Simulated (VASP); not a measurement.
HfO2:

```xyz
3
Lattice="0.0000 2.5575 2.5575 2.5575 0.0000 2.5575 2.5575 2.5575 0.0000" Properties=species:S:1:pos:R:3 pbc="T T T"
Hf    0.0000    0.0000    0.0000
O     3.8363    3.8363    3.8363
O     1.2788    1.2788    1.2788
```

Measurements of this composition are mostly on another form, of space group No. 14.

Program: VASP 6.6.1. Alike in all runs: no spin polarisation; cell as given; cutoff (eV) 520; smearing gaussian 0.02 eV.

Problem. Order these runs on this cell by their band gap on the k mesh, lowest first.
A. level TB-mBJ; potentials or basis VASP PAW PBE potentials, release 64 (Hf_pv, O); k mesh 8 × 8 × 8; mesh quality not flagged
B. level LDA; potentials or basis VASP PAW LDA potentials, release 64 (Hf_pv, O); k mesh 8 × 8 × 8; mesh quality not flagged
C. level PBE; potentials or basis VASP PAW PBE potentials, release 64 (Hf_pv, O); k mesh 3 × 3 × 3; mesh quality coarse
D. level r2SCAN; potentials or basis VASP PAW PBE potentials, release 64 (Hf_pv, O); k mesh 8 × 8 × 8; mesh quality not flagged

Solution. B (3.52 eV), D (4.21 eV), C (4.40 eV), A (5.66 eV).

Caveats: some runs use coarse meshes; spin-orbit coupling is left out, which moves the levels of the heavy elements; an odd mesh through Γ misses points on the zone boundary, where band edges often lie (some runs).

Not every run made on this cell is shown here.
